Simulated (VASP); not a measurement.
## ZrC: energy against strain

ZrC (rock salt, Fm-3m, 12.747 Å³/atom and stress up to 0.20 GPa in the relaxed cell, cube axes along x, y and z) under an equal strain ε along x and y, with z held. PBEsol in VASP (plane waves, PAW), 600 eV, 16×16×16 Γ-centred mesh, Methfessel-Paxton smearing 0.10 eV; ions are relaxed, or left where forces stay under 0.02 eV/Å, within the symmetry of each cell.

Here s stands for strain and y for E less E0.

| strain (%) | E less E0 (meV/atom) |
|---|---|
| -3.00 | ? |
| -1.50 | 11.08 |
| -1.00 | 4.81 |
| -0.50 | 1.16 |
| 0.00 | 0.00 |
| 0.50 | 1.21 |
| 1.00 | 4.66 |
| 1.50 | 10.26 |

**Question.** Using a parabola, estimate the missing y at s = -3.00 from the other rows, showing the fit.

**Answer.** Least squares gives y = -0.002 - 0.1936·s + 4.7424·s². Residuals (row less fit): 0.121, -0.124, -0.120, 0.002, 0.123, 0.113, -0.118; standard error 0.147 (degrees of freedom: 4). Twice the quadratic coefficient over the volume, 2 × 4.7424 meV × 10⁴ × 0.1602 / 12.747 Å³, is the elastic constants 2(C11 + C12) = about 1200 GPa. At the withheld row, y = -0.002 - 0.1936 × (-3.0) + 4.7424 × (-3.0)² = 43.260 meV/atom. The calculation gives 47.11 meV/atom, 3.850 meV/atom above the prediction (8.2 % of the range of y in the table). The row lies outside the fitted rows, so this is an extrapolation. From the scatter of the fitted rows alone, a prediction at this place has a standard error of 0.562 meV/atom, so the miss is 6.9 times that.

A polynomial of degree 3 through the 12 other runs of the series gives 46.91 there, so most of the miss is curvature that the fit leaves out. In a metal these values are sensitive to mesh and smearing; energies are taken to zero smearing, stresses follow the free energy. The runs aren't spin-polarised. Rows are the converged runs of the series near zero and its far end, less any whose ions stayed unrelaxed beside relaxed ones; series whose fitted rows scatter by over a few per cent of the range, as at a crossing or softening among them, aren't shown in this form. Most that stay on the fit to the last digits aren't either.
